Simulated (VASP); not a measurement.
NaMg3O4:

```
Mg Na O
1.0
     4.35375    0.00000    0.00000
     0.00000    4.35375    0.00000
     0.00000    0.00000    4.35375
Mg Na O
3 1 4
Cartesian
  2.1146 2.1859 4.3112
  2.2024 4.3300 2.2192
  0.0374 2.1783 2.1487
  4.3460 0.0123 0.0311
  4.3474 2.1293 0.0219
  4.3444 0.0386 2.1142
  2.1932 2.2195 2.2019
  2.2560 0.0262 4.3040
```

The cell comes from a database or a generator and needn't be the stable form of this composition.

The cell isn't the ideal one: atoms moved at random, drawn with an rms of 0.05 Å.

| Item | Value |
| --- | --- |
| Program | VASP 6.6.1 |
| Task | relaxation of cell and atoms |
| Functional | LDA |
| Potentials or basis | VASP PAW LDA potentials, release 64 (Mg, Na_pv, O) |
| Cutoff | 600 eV |
| k mesh | 6 × 6 × 6 |
| Occupations | tetrahedron |
| Spin | no spin polarisation |

At the start: pressure -10.5 GPa; volume 10.32 Å³/atom.

Problem. How do energy, volume and symmetry change on relaxing?

Solution. Over 13 steps the energy falls by 56.4 meV/atom and the volume is 9.39 Å³/atom (-8.9 %); space group Pm-3m (No. 221, to 0.05 Å).

Step by step:
```
step  energy change (eV)  largest force (eV/Å)  pressure (GPa)  volume (Å³)
   1              0.0000                1.0687          -10.52        82.53
   2             -0.4041                0.4932            1.21        74.70
   3             -0.4044                0.4883            1.67        74.49
   4             -0.4419                0.1818            0.48        74.92
   5             -0.4444                0.2573            0.18        75.06
   6             -0.4498                0.0624           -0.17        75.22
   7             -0.4499                0.0609           -0.20        75.24
   8             -0.4506                0.0414            0.05        75.12
   9             -0.4508                0.0322            0.21        75.04
  10             -0.4508                0.0310            0.24        75.02
  11             -0.4510                0.0208           -0.03        75.15
  12             -0.4510                0.0211           -0.06        75.16
  13             -0.4511                0.0078           -0.02        75.15
```

Final structure:
```xyz
8
Lattice="4.2205 0.0030 -0.0041 0.0030 4.2204 -0.0017 -0.0041 -0.0017 4.2190" Properties=species:S:1:pos:R:3 pbc="T T T"
Mg    2.1164    2.1173    4.2084
Mg    2.1168    0.0084    2.0994
Mg    0.0082    2.1168    2.1017
Na    0.0049    0.0048    4.2114
O     0.0050    2.1150    4.2102
O     0.0078    0.0062    2.1018
O     2.1184    2.1182    2.0990
O     2.1152    0.0067    4.2094
```

Caveat: an odd number of electrons without spin polarisation forces a metal; a magnetic or distorted state may lie lower; tetrahedron occupations give inexact forces and stress in metals.
